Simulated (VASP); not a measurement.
```
WS2
1.0
    1.57500    -2.72798     0.00000
    1.57500     2.72798     0.00000
    0.00000     0.00000    12.32000
W S
2 4
Cartesian
  1.57500   0.90933   3.08000
  1.57500  -0.90933   9.24000
  1.57500   0.90933  10.81696
  1.57500  -0.90933   4.65696
  1.57500  -0.90933   1.50304
  1.57500   0.90933   7.66304
```

The numbers are results of PBE GGA, VASP's PBE PAW potentials (set 64) (plane waves; VASP), not measurements. Numerical set-up: 300 eV cut-off, 7×7×2 Γ-centred mesh, Fermi-Dirac smearing of 0.020 eV, potentials W_sv S.

The path is coarsely sampled, so an indirect gap can come out somewhat too large. Unless said otherwise, spin-orbit coupling is left out, though it shifts the bands of the heavy elements here.

Q: Give the energies of bands 17 to 30 at the high-symmetry points, in eV from the valence-band maximum.

A: 
```
band      Γ      M      K      A      L      H
----  -----  -----  -----  -----  -----  -----
17    -3.41  -5.47  -5.30  -3.40  -5.05  -5.17
18    -3.39  -4.78  -5.05  -3.40  -5.05  -5.17
19    -3.39  -4.05  -4.53  -2.90  -4.00  -4.75
20    -2.18  -3.96  -4.53  -2.90  -4.00  -4.75
21    -2.18  -2.98  -4.13  -2.15  -2.89  -3.76
22    -2.12  -2.76  -4.13  -2.15  -2.89  -3.76
23    -2.12  -1.92  -2.94  -2.15  -1.81  -3.12
24    -1.50  -1.71  -2.94  -2.15  -1.81  -3.12
25    -1.23  -1.69  -0.71  -0.32  -1.58  -0.61
26     0.00  -1.51  -0.49  -0.32  -1.58  -0.61
27     2.35   2.38   1.37   2.34   2.40   1.37
28     2.36   2.43   1.37   2.34   2.40   1.37
29     2.36   2.64   2.05   2.34   2.82   2.59
30     2.37   2.96   3.30   2.35   2.82   2.59
```

The gap is indirect, 1.06 eV, from the valence maximum at Γ to the conduction minimum at K-Γ at 0.40.

The structure is a typed WS2 crystal (P6_3/mmc). The cell was not relaxed at this level.
